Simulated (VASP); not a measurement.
Method: PBEsol GGA, VASP's PBE PAW potentials (set 64) (plane waves; VASP).

The input files of a VASP run:

**INCAR**
```
SYSTEM = Ag
PREC = Accurate
ENCUT = 400
EDIFF = 1E-6
NELM = 100
ALGO = Normal
LREAL = .FALSE.
LASPH = .TRUE.
ISMEAR = 1
SIGMA = 0.1
GGA = PS
LMAXMIX = 4
LWAVE = .FALSE.
LCHARG = .FALSE.
IBRION = 2
ISIF = 3
NSW = 60
EDIFFG = -0.02
```

KPOINTS:
```
Automatic mesh
0
gamma
  7 7 10
```

File POSCAR:
```
Ag
1
    4.6243482733     0.0000000000     0.0000000000
   -2.3121741367     4.0048030565     0.0000000000
    0.0000000000     0.0000000000     2.7299181154
Ag
3
Direct
  0.0000000000   0.0000000000   0.0000000000
  0.3333330000   0.6666670000   0.5000000000
  0.6666670000   0.3333330000   0.5000000000
```

POTCAR, in this order: Ag (PBE.64 set). Program: vasp_std.

Output of the run:

**OUTCAR**
```
 ion  position               nearest neighbor table
   1  0.000  0.000  0.000-   2 3.00   3 3.00   2 3.00   3 3.00   2 3.00   2 3.00   3 3.00   3 3.00
                             3 3.00   3 3.00   2 3.00   2 3.00
   2  0.333  0.667  0.500-   3 2.67   3 2.67   3 2.67   1 3.00   1 3.00   1 3.00   1 3.00   1 3.00
                             1 3.00
   3  0.667  0.333  0.500-   2 2.67   2 2.67   2 2.67   1 3.00   1 3.00   1 3.00   1 3.00   1 3.00
                             1 3.00
  LATTYP: Found a hexagonal cell.
 ALAT       =     4.6243482733
 C/A-ratio  =     0.5903357520
 Subroutine PRICEL returns:
 Original cell was already a primitive cell.
 Subroutine GETGRP returns: Found 24 space group operations
The static configuration has the point symmetry D_6h.
The dynamic configuration has the point symmetry D_6h.
 Subroutine INISYM returns: Found 24 space group operations
 Subroutine IBZKPT returns following result:
 Found     48 irreducible k-points:

 Following reciprocal coordinates:
            Coordinates               Weight
  0.000000  0.000000  0.000000      1.000000
  0.142857  0.000000  0.000000      6.000000
  0.285714 -0.000000  0.000000      6.000000
  0.428571 -0.000000  0.000000      6.000000
  0.142857  0.142857  0.000000      6.000000
  0.285714  0.142857  0.000000     12.000000
  0.428571  0.142857  0.000000      6.000000
  0.285714  0.285714  0.000000      6.000000
  0.000000  0.000000  0.100000      2.000000
  0.142857  0.000000  0.100000     12.000000
  0.285714 -0.000000  0.100000     12.000000
  0.428571 -0.000000  0.100000     12.000000
  0.142857  0.142857  0.100000     12.000000
  0.285714  0.142857  0.100000     24.000000
  0.428571  0.142857  0.100000     12.000000
  0.285714  0.285714  0.100000     12.000000
  0.000000  0.000000  0.200000      2.000000
  0.142857  0.000000  0.200000     12.000000
  0.285714 -0.000000  0.200000     12.000000
  0.428571 -0.000000  0.200000     12.000000
  0.142857  0.142857  0.200000     12.000000
  0.285714  0.142857  0.200000     24.000000
  0.428571  0.142857  0.200000     12.000000
  0.285714  0.285714  0.200000     12.000000
  0.000000  0.000000  0.300000      2.000000
  0.142857  0.000000  0.300000     12.000000
  0.285714 -0.000000  0.300000     12.000000
  0.428571 -0.000000  0.300000     12.000000
  0.142857  0.142857  0.300000     12.000000
  0.285714  0.142857  0.300000     24.000000
  0.428571  0.142857  0.300000     12.000000
  0.285714  0.285714  0.300000     12.000000
  0.000000  0.000000  0.400000      2.000000
  0.142857  0.000000  0.400000     12.000000
  0.285714 -0.000000  0.400000     12.000000
  0.428571 -0.000000  0.400000     12.000000
  0.142857  0.142857  0.400000     12.000000
  0.285714  0.142857  0.400000     24.000000
  0.428571  0.142857  0.400000     12.000000
  0.285714  0.285714  0.400000     12.000000
   k-points           NKPTS =     48   k-points in BZ     NKDIM =     48   number of bands    NBANDS=     20
   number of dos      NEDOS =    301   number of ions     NIONS =      3
   total plane-waves  NPLWV =  16200
   dimension x,y,z NGX =    30 NGY =   30 NGZ =   18
   dimension x,y,z NGXF=    60 NGYF=   60 NGZF=   36
   ions per type =               3
   PREC   = accura    normal or accurate (medium, high low for compatibility)
   ISTART =      0    job   : 0-new  1-cont  2-samecut
   ICHARG =      2    charge: 1-file 2-atom 10-const
   ISPIN  =      1    spin polarized calculation?
   LNONCOLLINEAR =      F non collinear calculations
   LSORBIT =      F    spin-orbit coupling
   INIWAV =      1    electr: 0-lowe 1-rand  2-diag
   ENCUT  =  400.0 eV  29.40 Ry    5.42 a.u.   7.54  7.54  4.45*2*pi/ulx,y,z
...
```

### OSZICAR
```
       N       E                     dE             d eps       ncg     rms          rms(c)
DAV:   1     0.174804145290E+03    0.17480E+03   -0.14541E+04  2016   0.129E+03
DAV:   2    -0.737826319953E+01   -0.18218E+03   -0.17249E+03  1996   0.304E+02
DAV:   3    -0.107260550339E+02   -0.33478E+01   -0.33194E+01  2136   0.465E+01
DAV:   4    -0.107410992655E+02   -0.15044E-01   -0.15041E-01  2080   0.310E+00
DAV:   5    -0.107412211703E+02   -0.12190E-03   -0.12190E-03  2084   0.305E-01    0.101E+01
DAV:   6    -0.974073275868E+01    0.10005E+01   -0.35501E+00  1960   0.184E+01    0.606E+00
DAV:   7    -0.970819203085E+01    0.32541E-01   -0.45414E-02  2064   0.177E+00    0.337E+00
DAV:   8    -0.969609556379E+01    0.12096E-01   -0.28173E-03  2064   0.673E-01    0.163E-01
DAV:   9    -0.969606484089E+01    0.30723E-04   -0.23173E-04  2164   0.324E-01    0.472E-02
DAV:  10    -0.969607923546E+01   -0.14395E-04   -0.30789E-05  2048   0.589E-02    0.167E-02
DAV:  11    -0.969608226722E+01   -0.30318E-05   -0.62953E-06  2088   0.530E-02    0.406E-03
DAV:  12    -0.969608220782E+01    0.59396E-07   -0.75219E-07  1084   0.221E-02
   1 F= -.96960822E+01 E0= -.96959479E+01  d E =-.969608E+01
       N       E                     dE             d eps       ncg     rms          rms(c)
DAV:   1    -0.972010177810E+01   -0.24020E-01   -0.42267E-01  1956   0.651E+00    0.989E-01
DAV:   2    -0.969736572548E+01    0.22736E-01   -0.73745E-02  1952   0.274E+00    0.323E-01
DAV:   3    -0.969657744785E+01    0.78828E-03   -0.13304E-03  2000   0.314E-01    0.215E-01
DAV:   4    -0.969631280866E+01    0.26464E-03   -0.35646E-04  1992   0.174E-01    0.221E-02
DAV:   5    -0.969631147969E+01    0.13290E-05   -0.20722E-05  2044   0.616E-02    0.134E-02
DAV:   6    -0.969631225100E+01   -0.77131E-06   -0.27351E-06  1508   0.156E-02
   2 F= -.96963123E+01 E0= -.96961280E+01  d E =-.230043E-03
       N       E                     dE             d eps       ncg     rms          rms(c)
DAV:   1    -0.970007745422E+01   -0.37660E-02   -0.63155E-02  1956   0.251E+00    0.383E-01
DAV:   2    -0.969661578713E+01    0.34617E-02   -0.11336E-02  1956   0.107E+00    0.121E-01
DAV:   3    -0.969650789222E+01    0.10789E-03   -0.18653E-04  1992   0.115E-01    0.800E-02
DAV:   4    -0.969647882981E+01    0.29062E-04   -0.53568E-05  1984   0.671E-02    0.833E-03
DAV:   5    -0.969647890376E+01   -0.73955E-07   -0.28768E-06  1488   0.236E-02
   3 F= -.96964789E+01 E0= -.96963132E+01  d E =-.396696E-03
```

File OUTCAR:
```
------------------------ aborting loop because EDIFF is reached ----------------------------------------
  FORCE on cell =-STRESS in cart. coord.  units (eV):
  Direction    XX          YY          ZZ          XY          YZ          ZX
  --------------------------------------------------------------------------------------
  Total       -0.0399392     -0.0399392      0.0164424      0.0000000      0.0000000     -0.0000000
  in kB       -1.2602775     -1.2602775      0.5188386      0.0000000      0.0000000     -0.0000000
  external PRESSURE =      -0.6672388 kB  Pullay stress =       0.0000000 kB
  volume of cell :       50.77
      direct lattice vectors                 reciprocal lattice vectors
     4.628402332 -0.000000000 -0.000000000     0.216057276  0.124740727 -0.000000000
    -2.314201166  4.008313974  0.000000000     0.000000000  0.249481454 -0.000000000
     0.000000000  0.000000000  2.736851396     0.000000000 -0.000000000  0.365383375
 POSITION                                       TOTAL-FORCE (eV/Angst)
 -----------------------------------------------------------------------------------
      0.00000      0.00000      2.73685        -0.000000     -0.000000      0.000000
     -0.00000      2.67221      1.36843        -0.000000     -0.000000     -0.000000
      2.31420      1.33610      1.36843         0.000000      0.000000      0.000000
 -----------------------------------------------------------------------------------
    total drift:                               -0.000000      0.000000      0.000000
  FREE ENERGIE OF THE ION-ELECTRON SYSTEM (eV)
  ---------------------------------------------------
  free  energy   TOTEN  =        -9.6964789038 eV

  energy  without entropy=       -9.6959817157  energy(sigma->0) =       -9.69631317

 reached required accuracy - stopping structural energy minimisation
```
(Selected blocks of OUTCAR.)

### CONTCAR
```
Ag
   1.00000000000000
     4.6284023316913565   -0.0000000000000506   -0.0000000000000000
    -2.3142011658957662    4.0083139739919176    0.0000000000000000
     0.0000000000000000    0.0000000000000000    2.7368513955876517
  Ag
     3
Direct
     0.0000000000000000    0.0000000000000000    1.0000000000000000
     0.3333330000000032    0.6666669999999968    0.5000000000000000
     0.6666669999999968    0.3333330000000032    0.5000000000000000
```

The structure was generated: Ag was put into the omega type (P6/mmm), which need not be its known phase. This run relaxes it. Symmetry was kept, so distortions that lower it aren't found. The start is the result of an earlier pass.
